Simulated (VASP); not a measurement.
Output of a VASP run:

OSZICAR:
```
       N       E                     dE             d eps       ncg     rms          rms(c)
DAV:   1     0.597906310448E+03    0.59791E+03   -0.20689E+04 40360   0.647E+02
DAV:   2     0.116757192789E+02   -0.58623E+03   -0.53272E+03 40400   0.229E+02
DAV:   3    -0.445248137616E+02   -0.56201E+02   -0.54296E+02 46984   0.767E+01
DAV:   4    -0.452957497168E+02   -0.77094E+00   -0.76955E+00 46568   0.864E+00
DAV:   5    -0.452980188252E+02   -0.22691E-02   -0.22690E-02 45272   0.465E-01    0.228E+01
DAV:   6    -0.420139217534E+02    0.32841E+01   -0.22345E+00 47696   0.124E+01    0.178E+01
DAV:   7    -0.419644589787E+02    0.49463E-01   -0.56111E-01 44216   0.330E+00    0.110E+01
DAV:   8    -0.418796984781E+02    0.84761E-01   -0.63449E-02 45680   0.109E+00    0.516E+00
DAV:   9    -0.419249476227E+02   -0.45249E-01   -0.11926E-02 44968   0.544E-01    0.424E-01
DAV:  10    -0.419255230476E+02   -0.57542E-03   -0.12509E-03 44640   0.120E-01    0.114E-01
DAV:  11    -0.419255753746E+02   -0.52327E-04   -0.37988E-05 45488   0.215E-02    0.562E-02
DAV:  12    -0.419255920813E+02   -0.16707E-04   -0.12693E-05 44608   0.156E-02    0.170E-02
DAV:  13    -0.419255933959E+02   -0.13146E-05   -0.32336E-06 45608   0.710E-03    0.511E-03
DAV:  14    -0.419255935793E+02   -0.18333E-06   -0.74359E-08 40928   0.111E-03    0.183E-03
DAV:  15    -0.419255936343E+02   -0.55069E-07   -0.18450E-08 37368   0.573E-04
   1 F= -.41925594E+02 E0= -.41925594E+02  d E =-.333722E-15  mag=    -0.0000
 imaginary and real dielectric function
```

### OUTCAR
```
------------------------ aborting loop because EDIFF is reached ----------------------------------------
  FORCE on cell =-STRESS in cart. coord.  units (eV):
  Direction    XX          YY          ZZ          XY          YZ          ZX
  --------------------------------------------------------------------------------------
  Total        0.0318255      0.0318255     -0.1150186      0.0000000      0.0000000      0.0000000
  in kB        0.6983427      0.6983427     -2.5238392      0.0000000      0.0000000      0.0000000
  external PRESSURE =      -0.3757179 kB  Pullay stress =       0.0000000 kB
  volume of cell :       73.02
      direct lattice vectors                 reciprocal lattice vectors
     4.758071539  0.000000000  0.000000000     0.210169181  0.000000000  0.000000000
     0.000000000  4.758071539  0.000000000     0.000000000  0.210169181  0.000000000
     0.000000000  0.000000000  3.225187369     0.000000000  0.000000000  0.310059505
 POSITION                                       TOTAL-FORCE (eV/Angst)
 -----------------------------------------------------------------------------------
      0.00000      0.00000      0.00000        -0.000000      0.000000      0.000000
      2.37904      2.37904      1.61259        -0.000000      0.000000      0.000000
      1.43812      1.43812      0.00000        -0.004110     -0.004110      0.000000
      3.81715      0.94092      1.61259        -0.004110      0.004110      0.000000
      0.94092      3.81715      1.61259         0.004110     -0.004110      0.000000
      3.31995      3.31995      0.00000         0.004110      0.004110     -0.000000
 -----------------------------------------------------------------------------------
    total drift:                               -0.000000      0.000000      0.000000
  FREE ENERGIE OF THE ION-ELECTRON SYSTEM (eV)
  ---------------------------------------------------
  free  energy   TOTEN  =       -41.9255936343 eV

  energy  without entropy=      -41.9255936343  energy(sigma->0) =      -41.92559363

 total charge

# of ion       s       p       d       tot
------------------------------------------
    1        0.184   6.175   5.007  11.366
    2        0.184   6.175   5.007  11.366
    3        1.728   4.348   0.000   6.075
    4        1.728   4.348   0.000   6.075
    5        1.728   4.348   0.000   6.075
    6        1.728   4.348   0.000   6.075
--------------------------------------------------
tot          7.278  29.741  10.015  47.034

 magnetization (x)

# of ion       s       p       d       tot
------------------------------------------
    1        0.013   0.012   4.413   4.438
    2       -0.013  -0.012  -4.413  -4.438
    3       -0.003  -0.028   0.000  -0.031
    4        0.003   0.028   0.000   0.031
    5        0.003   0.028   0.000   0.031
    6       -0.003  -0.028   0.000  -0.031
--------------------------------------------------
tot          0.000   0.000   0.000   0.000

 plasma frequency squared (from intraband transitions) (eV^2)
  --------------------------------------------------------------------------------------
       0.000       0.000       0.000
       0.000       0.000       0.000
       0.000       0.000       0.000

 plasma frequency squared (from interband transitions, int dw w eps(2)(w)) (eV^2)
  --------------------------------------------------------------------------------------
     602.168       0.000       0.000      -0.000       0.000       0.000
       0.000       0.000     602.168       0.000       0.000       0.000
       0.000       0.000       0.000       0.000     603.494       0.000
```
(Selected blocks of OUTCAR.)

**POSCAR**
```
MnF2
1
    4.7580715385     0.0000000000     0.0000000000
    0.0000000000     4.7580715385     0.0000000000
    0.0000000000     0.0000000000     3.2251873687
Mn F
2 4
Direct
  0.0000000000   0.0000000000   0.0000000000
  0.5000000000   0.5000000000   0.5000000000
  0.3022480159   0.3022480159   0.0000000000
  0.8022480159   0.1977519841   0.5000000000
  0.1977519841   0.8022480159   0.5000000000
  0.6977519841   0.6977519841   1.0000000000
```

Task: Write an INCAR and KPOINTS that could have produced this output.

Result: One answer among several that fit: the input of the run itself, LDA (Ceperley-Alder, Perdew-Zunger), plane waves, VASP's LDA PAW potentials (set 64).

### INCAR
```
NELM = 100   ! most electronic steps
MAGMOM = 4.4 -4.4 -0.0 2*0.0 -0.0
ISPIN = 2
SIGMA = 0.01   ! width (eV)
LWAVE = .False.
ISMEAR = 0
LREAL = .False.
LMAXMIX = 4
EDIFF = 1E-7   ! SCF stop (eV)
ALGO = Normal
LORBIT = 10
NBANDS = 96
ENCUT = 520   ! plane-wave cut-off (eV)
SYSTEM = MnF2
LASPH = .True.
LCHARG = .False.
CSHIFT = 0.1
LOPTICS = .True.
NEDOS = 1001   ! DOS grid
PREC = Accurate
```

File KPOINTS:
```
Automatic
0
G
 9 9 12
0 0 0
```

POTCAR, in this order: Mn_pv F (LDA.64 set). Program: vasp_std.

The dielectric response may not be converged in the k-mesh; for small gaps it tends to come out too large.

The compound is MnF2 in the rutile structure. It was relaxed first, which changed the volume by -7 %.
